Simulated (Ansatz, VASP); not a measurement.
**Rh (Rhodium): VASP beside Ansatz**

Wanted: the spread between two codes on one cell, functional and k mesh. The cell is taken from a series of VASP runs on this material, whose earlier steps may have relaxed, scaled or displaced it; both programs get it as it stands.

Calculated with Ansatz 0.2.0; plane waves, with VASP 6.6.1 beside it; relaxation of cell and atoms at PBEsol.

## Step 1: The structure

It takes space group Fm-3m (No. 225, cubic). Conventional cell: a = 3.775 Å, b = 3.775 Å, c = 3.775 Å, α = 90.00°, β = 90.00°, γ = 90.00°. Nearest to Rh lie 12 Rh at 2.67 Å.

## Step 2: Ansatz: relaxation of cell and atoms, PBEsol

Ansatz runs on its default PAW (the set named soft_2) files.

The relaxed volume is the usual yardstick between codes: its relative difference is about their pressure difference at one cell divided by the bulk modulus.

The input, input.yaml:

```yaml
crystal:
  lattice:
    - [0.0, 1.8874608797, 1.8874608797]
    - [1.8874608797, 0.0, 1.8874608797]
    - [1.8874608797, 1.8874608797, 0.0]
  atoms:
    - { symbol: Rh, position: [0.0, 0.0, 0.0] }
hamiltonian:
  xc: pbesol
  pseudopotentials: { kind: paw }
kpoints:
  mp_grid: { grid: [15, 15, 15] }
scf:
  occupations: { method: methfessel_paxton, width: 0.15 }
relax:
  f_tol: 0.01
  max_steps: 60
  cell: { stress_tol: 0.05 }
output:
  forces: true
  stress: true
```

Started as:

```console
$ ansatz run input.yaml --threads 4 --pin off --max-ram 9216MiB --backend cpu --events-out ev --progress --plain --runs-dir out
```

Numbers of over 12 decimals in the logs are rounded to 6 here.

The program printed:

```text
Engine: ansatz 0.2.0, x86_64-unknown-linux-gnu
Pseudopotentials: kind: paw
Pseudopotential: Rh, paw, valence charge 17, recommended cutoff 420 eV (normal), Rh.paw.azcp
Functional definition: PBEsol
  exchange = pbesol_x
  correlation = pbesol_c
Crystal: 1 atoms, lattice volume = 13.448 Å³
Basis set: ecut = 420 eV, 259 PW (Γ), exchange–correlation on 36×36×36 points (8 copies of the dense FFT grid, shifted against one another)
Bands: 13, of which v1, the nominal top of the filled ones, is band 9 counted from 1 (8 counted from 0)
Symmetry: 48 space group operations
Space group: Fm-3m (ITA 225), of the structure as read, at distance tolerance 2.4e-5 Å
k-points: 120 of 3375
Non-local potential: Rh, projectors of the file, l = 0: 3, l = 1: 2, l = 2: 2, l = 3: 1
PAW form: soft (Blöchl's): semilocal exchange-correlation on the pseudo side does not see the compensation charge
PAW frozen core: Rh, regenerated for the run's functional, and the local potential with it (the file was generated under x = pbe(κ = 0.804, μ = 0.219515), c = pbe(β = 0.066725))
PAW one-centre angular grid: Rh, 590 points (default); XC on 64 Gauss nodes
Initial density: superposition of atomic densities (neutral atoms: chi_scale 0, normalization atom), corrected by the library's trained network
Initial wavefunctions: pseudopotential atomic-orbital guess
Functional: x = pbesol(κ = 0.804, μ = 0.123457), c = pbesol(β = 0.046)
SCF iter   1: F=—  HF=-6338.749717 eV  |F-HF|=—  |Δ(HF+E_count)|=         —  Δρ=1.00e-2  dr2=1.10e-2  ethr=1.77e-3  ⟨swp⟩=4.9  Hψ=8467  notcnv=0
preconditioner: auto → none  [metal: Δε(μ)=0.016 eV  Ē_g=14.213 eV  σ=0.150 eV  W_gap=0.09  n_scr=0 (ndim 8)  ℏωp=30.4 eV  f_vac=0.000  D(μ)=1.37/eV (n_scr^D=14)]
SCF iter   2: F=—  HF=-6338.746501 eV  |F-HF|=—  |Δ(HF+E_count)|=   3.22e-3  S|Δr|=    0.00e0  Δρ=3.68e-3  dr2=1.01e-3  ethr=6.50e-5  ⟨swp⟩=2.6  Hψ=3269  notcnv=0
SCF iter   3: F=—  HF=-6338.746205 eV  |F-HF|=—  |Δ(HF+E_count)|=   2.96e-4  S|Δr|=    0.00e0  Δρ=1.39e-3  dr2=4.79e-5  ethr=5.93e-6  ⟨swp⟩=2.4  Hψ=2304  notcnv=0
SCF iter   4: F=—  HF=-6338.746198 eV  |F-HF|=—  |Δ(HF+E_count)|=   6.86e-6  S|Δr|=    0.00e0  Δρ=9.71e-5  dr2=4.51e-7  ethr=2.82e-7  ⟨swp⟩=2.1  Hψ=2583  notcnv=0
SCF iter   5: F=-6338.746198 eV  HF=-6338.746198 eV  |F-HF|=5.08e-9  |Δ(HF+E_count)|=   9.55e-8  S|Δr|=    0.00e0  Δρ=2.38e-5  dr2=1.74e-8  ethr=5.88e-10  ⟨swp⟩=4.0  Hψ=5177  notcnv=0
SCF 1 converged in 5 iterations: F = -6338.746198 eV  dr2 = 1.74e-8
  greatest PAW one-centre occupation: 1.000 electrons in one spin orbital (limit 2), on the Rh atom at site 0 (counted from 0), in its partial waves of l = 0
relax step   1: F+E_penalty+E_count = -6338.74619794 eV  Δ(F+E_penalty+E_count) = +0.000e0 eV  max|allowed force component| = 0.000e0 eV/Å  Δτ_max = 0.0000 Å  P = +1.120 GPa  Ω = 13.448 Å³  (5 SCF iters, dr2 threshold 1.00e-7 eV, accepted)
[...]
relax step   2: F+E_penalty+E_count = -6338.74621331 eV  Δ(F+E_penalty+E_count) = -1.537e-5 eV  max|allowed force component| = 0.000e0 eV/Å  Δτ_max = 0.0000 Å  P = -0.857 GPa  Ω = 13.538 Å³  energy of the carried Pulay correction = -5.451e-5 eV  (4 SCF iters, dr2 threshold 1.00e-7 eV, accepted)
[...]
relax step   3: F+E_penalty+E_count = -6338.74634264 eV  Δ(F+E_penalty+E_count) = -1.293e-4 eV  max|allowed force component| = 0.000e0 eV/Å  Δτ_max = 0.0000 Å  P = -0.007 GPa  Ω = 13.499 Å³  energy of the carried Pulay correction = -3.083e-5 eV  (4 SCF iters, dr2 threshold 1.00e-7 eV, accepted)
[...]
relax step   4: F+E_penalty+E_count = -6338.74636813 eV  Δ(F+E_penalty+E_count) = -2.548e-5 eV  max|allowed force component| = 0.000e0 eV/Å  Δτ_max = 0.0000 Å  P = -0.006 GPa  Ω = 13.499 Å³  stress off target by 5.87e-3 GPa  SCF on the basis re-selected at this cell (its energy is not comparable with the rows above)  (3 SCF iters)
basis re-selected at this cell: Δ(F+E_penalty+E_count) = -2.548e-5 eV, ΔP = +0.001 GPa vs the last step (what re-selecting the basis moved, of the pressure what is left beyond the Pulay correction that the steps carried, after the strain that the cell walked since its last selection, with what the two solves' SCF thresholds leave and, on support functions, any second-order correction that the steps lacked; it is no measure of the basis error at this ecutwfc). This SCF's stress stands 5.87e-3 GPa from its target on what of the cell is left free (relax.cell.stress_tol is 5.00e-2 GPa) and its largest allowed force component is 0.00e0 eV/Å (relax.f_tol is 1.00e-2 eV/Å): [rest of the remark cut]
SCF converged after 3 iterations
Stability not checked: this state was not tested for a lower state beside it, because cold or Methfessel-Paxton smearing, or corrected tetrahedra, fill the levels in a way that the test cannot read (fill_not_monotonic; see scf.lower_state_search)
Free energy (F): -6338.746368 eV
Harris-Foulkes:  -6338.746368 eV  (|F-HF|=4.55e-12)
Internal energy: -6338.745704 eV  (E = F + TS)
E sigma→0 (E₀):  -6338.746202 eV
Entropy (-TS):   -0.000664 eV (-0.664 meV/atom)
Fermi energy:    22.796890 eV
--- Per-component energies (eV) ---
  E_band       = -79.843583
  E_kinetic    = 573.680719
  E_local      = -1540.636910  (includes V_loc(G=0)·N_el)
  E_nonlocal   = 356.214243
  E_hartree    = 540.368352
  E_xc         = -220.855991
  E_vxc        = -278.291627  (∫ρ·V_xc dr)
  E_paw        = -3523.772361  (= ΣΔE_a)
  E_vpaw       = -271.547656  (= ΣTr[D̂ρ^β])
  E_aug_tail   = 0.000801  (compensation charges beyond the density's cutoff)
  E_ewald      = -2524.020757
  E_core_change = 0.276200  (= ΣΔE_core)
  E_smearing   = -0.000664  (= −TS)
  E_closure    = -0.000000  (closes the sum)
  Σ components = -6338.746368   (vs F -6338.746368, Δ=0.00e0)
--- Forces (eV/Å), atoms counted from 1 ---
  atom   1  Rh     0.00000000     0.00000000     0.00000000
  max |Σ_I F_I| component: 7.19e-33 eV/Å
--- Stress (GPa, compression-positive) ---
       -0.005869      -0.000000      -0.000000
       -0.000000      -0.005869       0.000000
       -0.000000      -0.000000      -0.005869
  P = ⅓ Tr σ = -0.0059 GPa (-0.059 kbar)
--- Relaxed structure (3 steps of the walk, 3 accepted, 1 SCFs on fresh bases) ---
  F+E_penalty+E_count = -6338.74636813 eV   max|allowed force component| = 0.000e0 eV/Å   (the final SCF, on the basis selected at the relaxed cell)
  cell:  # Å, volume = 13.4989 Å³
    - [0, 1.889831, 1.889831]
    - [1.889831, 0, 1.889831]
    - [1.889831, 1.889831, 0]
  atoms:
    - { symbol: Rh, position: [0.0, 0.0, 0.0] }
```

Elapsed: 0.93 s, on 4 threads of AMD EPYC 9R14 (Zen 4), shared host; peak memory 0.36 GiB.

## Step 3: VASP: relaxation of cell and atoms, PBEsol

The same cell, functional, mesh and smearing now go to VASP, with its own data sets and cutoff.

Lines of VASP's logs that name or quote its potential files are left out, and so is its time.

The input, INCAR:

```
SYSTEM = Rh
PREC = Accurate
ENCUT = 400
EDIFF = 1E-07
NELM = 100
ISMEAR = 1
SIGMA = 0.15
LREAL = .FALSE.
ALGO = Normal
GGA = PS
NBANDS = 13
LORBIT = 11
LWAVE = .FALSE.
LCHARG = .FALSE.
KPAR = 16
IBRION = 2
NSW = 50
ISIF = 3
EDIFFG = -0.003
```

The input, POSCAR:

```
Rh
1.0
    0.0000000000      1.8874608797      1.8874608797
    1.8874608797      0.0000000000      1.8874608797
    1.8874608797      1.8874608797      0.0000000000
Rh
1
Direct
    0.0000000000      0.0000000000      0.0000000000
```

The input, KPOINTS:

```
Automatic mesh
0
Gamma
15 15 15
0 0 0
```

The projector-augmented-wave data sets are Rh_pv (PBE family, release 64).

Started as:

```console
$ mpirun -np 16 vasp_std
```

The program printed:

```text
[banner, memory and clock lines left out]
running   16 mpi-ranks, on    1 nodes
 distrk:  each k-point on    1 cores,   16 groups
 distr:  one band on    1 cores,    1 groups

 POSCAR found type information on POSCAR Rh
 POSCAR found :  1 types and       1 ions
|                                                                             |
|           W    W    AA    RRRRR   N    N  II  N    N   GGGG   !!!           |
|           W    W   A  A   R    R  NN   N  II  NN   N  G    G  !!!           |
|           W    W  A    A  R    R  N N  N  II  N N  N  G       !!!           |
|           W WW W  AAAAAA  RRRRR   N  N N  II  N  N N  G  GGG   !            |
|           WW  WW  A    A  R   R   N   NN  II  N   NN  G    G                |
|           W    W  A    A  R    R  N    N  II  N    N   GGGG   !!!           |
|                                                                             |
|     For optimal performance we recommend to set                             |
|       NCORE = 2 up to number-of-cores-per-socket                            |
|     NCORE specifies how many cores store one orbital (NPAR=cpu/NCORE).      |
|     This setting can greatly improve the performance of VASP for DFT.       |
|     The default, NCORE=1 might be grossly inefficient on modern             |
|     multi-core architectures or massively parallel machines. Do your        |
|     Unfortunately you need to use the default for GW and RPA                |
|     calculations (for HF NCORE is supported but not extensively tested      |
|     yet).                                                                   |
|                                                                             |

|                                                                             |
|               ----> ADVICE to this user running VASP <----                  |
|                                                                             |
|     You enforced a specific xc type in the INCAR file but a different       |
|     [... a line on the potential file left out ...]
|     I HOPE YOU KNOW WHAT YOU ARE DOING!                                     |
|                                                                             |

 LDA part: xc-table for (Slater+PW92), standard interpolation
 POSCAR, INCAR and KPOINTS ok, starting setup
 FFT: planning ... GRIDC
 FFT: planning ... GRID_SOFT
 FFT: planning ... GRID
 WAVECAR not read
 entering main loop
       N       E                     dE             d eps       ncg     rms          rms(c)
DAV:   1     0.100391820812E+03    0.10039E+03   -0.77205E+03  3133   0.103E+03
DAV:   2    -0.750289813693E+01   -0.10789E+03   -0.10312E+03  3315   0.318E+02
DAV:   3    -0.876671299931E+01   -0.12638E+01   -0.12614E+01  3730   0.389E+01
DAV:   4    -0.877237599286E+01   -0.56630E-02   -0.56618E-02  3556   0.265E+00
DAV:   5    -0.877243689798E+01   -0.60905E-04   -0.60898E-04  3855   0.249E-01    0.116E+01
DAV:   6    -0.815979550029E+01    0.61264E+00   -0.10197E+00  3655   0.148E+01    0.386E+00
DAV:   7    -0.814239873788E+01    0.17397E-01   -0.10929E-01  3790   0.266E+00    0.153E+00
DAV:   8    -0.813761943121E+01    0.47793E-02   -0.97145E-03  3455   0.142E+00    0.133E-01
DAV:   9    -0.813726392334E+01    0.35551E-03   -0.78631E-04  3705   0.403E-01    0.170E-02
DAV:  10    -0.813726826752E+01   -0.43442E-05   -0.94918E-06  3640   0.381E-02    0.684E-03
DAV:  11    -0.813726799622E+01    0.27130E-06   -0.13553E-06  3625   0.145E-02    0.386E-04
DAV:  12    -0.813726792456E+01    0.71650E-07   -0.66287E-09  2603   0.110E-03
   1 F= -.81372679E+01 E0= -.81370363E+01  d E =-.813727E+01
 curvature:   0.00 expect dE= 0.000E+00 dE for cont linesearch  0.000E+00
 trial: gam= 0.00000 g(F)=  0.264E-63 g(S)=  0.239E-04 ort = 0.000E+00 (trialstep = 0.100E+01)
 search vector abs. value=  0.239E-04
 bond charge predicted
       N       E                     dE             d eps       ncg     rms          rms(c)
DAV:   1    -0.813828302351E+01   -0.10150E-02   -0.13763E-02  3195   0.175E+00    0.237E-01
DAV:   2    -0.813725363915E+01    0.10294E-02   -0.20447E-03  3205   0.634E-01    0.396E-02
DAV:   3    -0.813724411302E+01    0.95261E-05   -0.30467E-05  3495   0.708E-02    0.219E-02
DAV:   4    -0.813724933044E+01   -0.52174E-05   -0.68401E-06  3305   0.301E-02    0.162E-03
DAV:   5    -0.813724912179E+01    0.20866E-06   -0.12712E-07  2872   0.518E-03    0.801E-04
DAV:   6    -0.813724890627E+01    0.21552E-06   -0.10395E-08  1750   0.155E-03    0.113E-04
DAV:   7    -0.813724890811E+01   -0.18435E-08   -0.96602E-10  1645   0.405E-04
   2 F= -.81372489E+01 E0= -.81370177E+01  d E =0.190165E-04
 trial-energy change:    0.000019  1 .order    0.000021   -0.000024    0.000065
 step:   0.2911(harm=  0.2684)  dis= 0.00000  next Energy=    -8.137271 (dE=-0.353E-05)
 bond charge predicted
       N       E                     dE             d eps       ncg     rms          rms(c)
DAV:   1    -0.813779279421E+01   -0.54389E-03   -0.69238E-03  3190   0.125E+00    0.166E-01
DAV:   2    -0.813727973354E+01    0.51306E-03   -0.10310E-03  3195   0.450E-01    0.285E-02
DAV:   3    -0.813727282762E+01    0.69059E-05   -0.14995E-05  3490   0.497E-02    0.156E-02
DAV:   4    -0.813727143486E+01    0.13928E-05   -0.33913E-06  3310   0.212E-02    0.111E-03
DAV:   5    -0.813727152012E+01   -0.85266E-07   -0.59582E-08  2550   0.355E-03
   3 F= -.81372715E+01 E0= -.81370399E+01  d E =-.359556E-05
 curvature:  -0.13 expect dE=-0.270E-07 dE for cont linesearch -0.270E-07
 trial: gam= 0.00000 g(F)=  0.883E-64 g(S)=  0.202E-06 ort =-0.220E-05 (trialstep = 0.858E+00)
 search vector abs. value=  0.202E-06
 reached required accuracy - stopping structural energy minimisation
```

OUTCAR, selected parts (step 3):

```text
ion  position               nearest neighbor table
   1  0.000  0.000  0.000-

  LATTYP: Found a face centered cubic cell.
 ALAT       =     3.7749217594

 Subroutine GETGRP returns: Found 48 space group operations
 (whereof 48 operations were pure point group operations)

The static configuration has the point symmetry O_h .

 Found    120 irreducible k-points:

   k-points           NKPTS =    120   k-points in BZ     NKDIM =    120   number of bands    NBANDS=     13

   dimension x,y,z NGX =    18 NGY =   18 NGZ =   18
   dimension x,y,z NGXF=    36 NGYF=   36 NGZF=   36

   ENCUT  =  400.0 eV  29.40 Ry    5.42 a.u.   4.35  4.35  4.35*2*pi/ulx,y,z

   NELECT =      15.0000    total number of electrons

 k-points in reciprocal lattice and weights: Automatic mesh
   0.00000000  0.00000000  0.00000000       0.000
   0.06666667  0.00000000  0.00000000       0.002
   0.13333333  0.00000000  0.00000000       0.002
   0.20000000  0.00000000  0.00000000       0.002
   0.26666667  0.00000000  0.00000000       0.002
   0.33333333  0.00000000  0.00000000       0.002
   0.40000000  0.00000000  0.00000000       0.002
   0.46666667  0.00000000  0.00000000       0.002
   0.06666667  0.06666667  0.00000000       0.002
[...]
-0.33333333  0.46666667  0.20000000       0.007
  -0.26666667  0.46666667  0.20000000       0.007

 average (electrostatic) potential at core
       1 -70.3838

 E-fermi :  12.1992

 k-point     1 :       0.0000    0.0000    0.0000
  band No.  band energies     occupation
    ...
      5       8.9628      2.00000
      6       8.9628      2.00000
      7       8.9628      2.00000
      8      11.1554      2.00000
      9      11.1554      2.00000
     10      28.0915      0.00000
     11      32.4748      0.00000
     12      33.6721      0.00000
     13      33.6721      0.00000

 k-point     2 :       0.0667    0.0000    0.0000
  band No.  band energies     occupation
    ...
      5       8.8804      2.00000
      6       9.0349      2.00000
      7       9.0349      2.00000
      8      11.1146      2.00000
      9      11.1146      2.00000
     10      28.3626      0.00000
     11      32.4665      0.00000
     12      32.7166      0.00000
     13      33.9447      0.00000

 k-point     3 :       0.1333    0.0000    0.0000
  band No.  band energies     occupation
    ...
      5       8.6942      2.00000
      6       9.2095      2.00000
      7       9.2095      2.00000
      8      11.0434      2.00000
      9      11.0434      2.00000
     10      29.0487      0.00000
     11      30.8646      0.00000
     12      32.4780      0.00000
     13      34.7250      0.00000

  Total        0.0011801      0.0011801      0.0011801     -0.0000000     -0.0000000      0.0000000
  in kB        0.1406732      0.1406732      0.1406732     -0.0000000     -0.0000000      0.0000000
  external PRESSURE =       0.1406732 kB  Pullay stress =       0.0000000 kB

  energy-cutoff  :      400.00
  volume of cell :       13.44
      direct lattice vectors                 reciprocal lattice vectors
     0.000000000  1.887119915  1.887119915    -0.264954016  0.264954016  0.264954016
     1.887119915  0.000000000  1.887119915     0.264954016 -0.264954016  0.264954016
     1.887119915  1.887119915 -0.000000000     0.264954016  0.264954016 -0.264954016

 POSITION                                       TOTAL-FORCE (eV/Angst)
 -----------------------------------------------------------------------------------
      0.00000      0.00000      0.00000        -0.000000     -0.000000      0.000000
 -----------------------------------------------------------------------------------
    total drift:                                0.000000     -0.000000     -0.000000

  FREE ENERGIE OF THE ION-ELECTRON SYSTEM (eV)
  ---------------------------------------------------
  free  energy   TOTEN  =        -8.1372715201 eV

  energy  without entropy=       -8.1365767985  energy(sigma->0) =       -8.13703995

 reached required accuracy - stopping structural energy minimisation

 total charge
# of ion       s       p       d       tot
------------------------------------------
    1        0.420   6.322   7.075  13.816

[... 3 further parts left out ...]
```

## Step 4: Side by side

Known differences besides the potentials themselves: both relaxations stop at a tolerance, which leaves soft axes loose, and VASP keeps its plane-wave basis; the data sets hold 17 valence electrons in Ansatz (default PAW (the set named soft_2) files) and 15 in VASP; the cutoff is 420 eV in Ansatz and 400 eV in VASP; Ansatz makes its cores anew for this functional, VASP keeps those of its PBE data sets; VASP leaves aspherical gradient terms in its spheres out (LASPH is not set), Ansatz keeps them; Ansatz adds a Pulay correction to the stress that steers its cell, VASP none. Total energies have different zeros and are not compared.

Compared:

```
                                         quantity  Ansatz   VASP  difference
                                      volume (Å³)   13.50  13.44     +0.43 %
edge a after relaxation, in the typed setting (Å)   2.673  2.669     +0.14 %
```

The walks stopped with -0.01 GPa left in Ansatz and 0.01 GPa in VASP; each walk ends within a tolerance, so the volume difference is uncertain by about these residues over the bulk modulus, most in soft cells.

## Step 5: Results

```yaml
difference_in_volume_relaxation_of_cell_and_atoms_pbesol: 0.43 %
```

In words: The difference in volume is 0.43 % (relaxation of cell and atoms, PBEsol), within the 1.2 % picked in this series as the mark of a large difference, as far as the stopping tolerances let one tell. Such differences can come from data sets, numerical settings and the points named under the comparisons, not from the functional's error against experiment.

[Lines on the potential files, build, host, timing and source positions are cut from VASP's logs without a mark.]

[Logs are printed without paths, hosts, clocks, repeated set-up lines and the standing remarks that a program may print on its own settings, such as how far it seeks lower states.]

[Hosts, paths, dates, database ids (printed as entryN), source tags and the programs' standing remarks are cut or masked in the printed files.]
